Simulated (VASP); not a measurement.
A convergence study with VASP on MoS2 (2H layered): one setting is varied, all else stays as given below, so the limit is that of these other settings. Each run relaxes cell and ions from the cell shown. The basis is that of the starting cell, so low cut-offs carry a Pulay error.

```
CELL_PARAMETERS angstrom
      1.58000    -2.73664     0.00000
      1.58000     2.73664     0.00000
      0.00000     0.00000    12.30000
ATOMIC_POSITIONS crystal
  Mo 0.33333 0.66667 0.25000
  Mo 0.66667 0.33333 0.75000
  S  0.33333 0.66667 0.87900
  S  0.66667 0.33333 0.37900
  S  0.66667 0.33333 0.12100
  S  0.33333 0.66667 0.62100
```

Computed with LDA (Ceperley-Alder, Perdew-Zunger), VASP's LDA PAW potentials (set 64) (plane waves; VASP). The tightest run used: 700 eV cut-off, 7×7×2 Γ-centred mesh, Gaussian smearing of 0.050 eV, potentials Mo_sv S.

```json
[
 {"setting": "ENCUT = 200", "relaxed volume (Å³/atom)": "15.013", "E (eV/atom)": "-8.2835", "plane waves": "700"},
 {"setting": "ENCUT = 250", "relaxed volume (Å³/atom)": "16.487", "E (eV/atom)": "-8.1631", "plane waves": "970"},
 {"setting": "ENCUT = 300", "relaxed volume (Å³/atom)": "16.826", "E (eV/atom)": "-8.1607", "plane waves": "1294"},
 {"setting": "ENCUT = 350", "relaxed volume (Å³/atom)": "16.860", "E (eV/atom)": "-8.1612", "plane waves": "1600"}
]
```

Problem. These are the cheaper rows. Estimate the results at ENCUT = 700, and how far the last row shown lies from them.

Solution. 
```
quantity                  tightest run  last row shown is off by
------------------------  ------------  ------------------------
relaxed volume (Å³/atom)        17.011                    -0.151
E (eV/atom)                    -8.1603                   -0.0009
```

Left out are rungs that failed or repeat a setting and relaxations that didn't move; long series are thinned to 24 rows.

The compound is MoS2 in the 2H layered structure.
